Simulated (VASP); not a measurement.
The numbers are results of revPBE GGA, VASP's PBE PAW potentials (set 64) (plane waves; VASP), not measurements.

A VASP calculation is set up with these files.

File POSCAR:
```
AuAl2
1
    0.0000000000     3.0419173525     3.0419173525
    3.0419173525     0.0000000000     3.0419173525
    3.0419173525     3.0419173525     0.0000000000
Al Au
2 1
Direct
  0.2500000000   0.2500000000   0.2500000000
  0.7500000000   0.7500000000   0.7500000000
  0.0000000000   0.0000000000   0.0000000000
```

### KPOINTS
```
k-points along high-symmetry lines
15
Line-mode
Reciprocal
  0.000000   0.000000   0.000000 ! GAMMA
  0.500000   0.000000   0.500000 ! X

  0.500000   0.000000   0.500000 ! X
  0.625000   0.250000   0.625000 ! U

  0.375000   0.375000   0.750000 ! K
  0.000000   0.000000   0.000000 ! GAMMA

  0.000000   0.000000   0.000000 ! GAMMA
  0.500000   0.500000   0.500000 ! L

  0.500000   0.500000   0.500000 ! L
  0.500000   0.250000   0.750000 ! W

  0.500000   0.250000   0.750000 ! W
  0.500000   0.000000   0.500000 ! X
```

### INCAR
```
SYSTEM=AuAl2
PREC=Accurate; ENCUT=520; LREAL=.FALSE.
LASPH=.TRUE.; ICHARG=11
EDIFF=1E-7; NELM=100; ALGO=Normal
LMAXMIX=6
ISMEAR=0; SIGMA=0.05
GGA=RE
LWAVE=.FALSE.; LCHARG=.FALSE.; LORBIT=11
```

POTCAR, in this order: Al Au (PBE.64 set). Program: vasp_std. Read from the step before: CHGCAR.

The run wrote:

OSZICAR:
```
       N       E                     dE             d eps       ncg     rms          rms(c)
DAV:   1     0.655059999854E+02    0.65506E+02   -0.71040E+03  2192   0.116E+03
DAV:   2    -0.868619955394E+01   -0.74192E+02   -0.67813E+02  2440   0.206E+02
DAV:   3    -0.104629174485E+02   -0.17767E+01   -0.17586E+01  2748   0.318E+01
DAV:   4    -0.104797243343E+02   -0.16807E-01   -0.16764E-01  2624   0.340E+00
DAV:   5    -0.104801130218E+02   -0.38869E-03   -0.38863E-03  2724   0.490E-01
DAV:   6    -0.104801216758E+02   -0.86540E-05   -0.86525E-05  2648   0.780E-02
DAV:   7    -0.104801219481E+02   -0.27237E-06   -0.27371E-06  2724   0.144E-02
DAV:   8    -0.104801219568E+02   -0.86930E-08   -0.86728E-08  2080   0.258E-03
   1 F= -.10480122E+02 E0= -.10478591E+02  d E =-.306188E-02
```

File OUTCAR:
```
 val. band max:        8.4162237795   @ k =   0.1429   0.0000   0.1429

 cond. band min:       8.4561211214   @ k =   0.5000   0.0000   0.5000



 k-point     1 :       0.0000    0.0000    0.0000
  band No.  band energies     occupation
      1      -2.8470      2.00000
      2       1.0129      2.00000
      3       1.0129      2.00000
      4       1.0129      2.00000
      5       1.9220      2.00000
      6       1.9220      2.00000
      7       9.4336      0.00000
      8      10.3339      0.00000
      9      10.3339      0.00000
     10      10.3339      0.00000
     11      11.1242      0.00000
     12      11.1242      0.00000

 k-point     2 :       0.0357    0.0000    0.0357
  band No.  band energies     occupation
      1      -2.8253      2.00000
      2       1.0033      2.00000
      3       1.0194      2.00000
      4       1.0194      2.00000
      5       1.9160      2.00000
      6       1.9253      2.00000
      7       9.3920      0.00000
      8      10.0053      0.00000
      9      10.0053      0.00000
     10      10.1869      0.00000
     11      11.2083      0.00000
     12      11.4759      0.00000

 k-point     3 :       0.0714    0.0000    0.0714
  band No.  band energies     occupation
      1      -2.7602      2.00000
      2       0.9753      2.00000
      3       1.0389      2.00000
      4       1.0389      2.00000
      5       1.8982      2.00000
      6       1.9353      2.00000
      7       9.2877      0.00000
      8       9.4749      0.00000
      9       9.4749      0.00000
     10       9.7962      0.00000
     11      11.4381      0.00000
     12      12.0746      0.00000

 k-point     4 :       0.1071    0.0000    0.1071
  band No.  band energies     occupation
      1      -2.6519      2.00000
      2       0.9307      2.00000
      3       1.0713      2.00000
      4       1.0713      2.00000
      5       1.8694      2.00000
      6       1.9513      2.00000
      7       8.9366      0.00000
...
```

The density is held fixed in this step, so its total energy and stress have no physical meaning. Unless said otherwise, spin-orbit coupling is left out, though it shifts the bands of the heavy elements here.

The compound is AuAl2 in the fluorite structure. It was relaxed first. The electron count is odd and the run is not spin-polarised, which forces a metal.
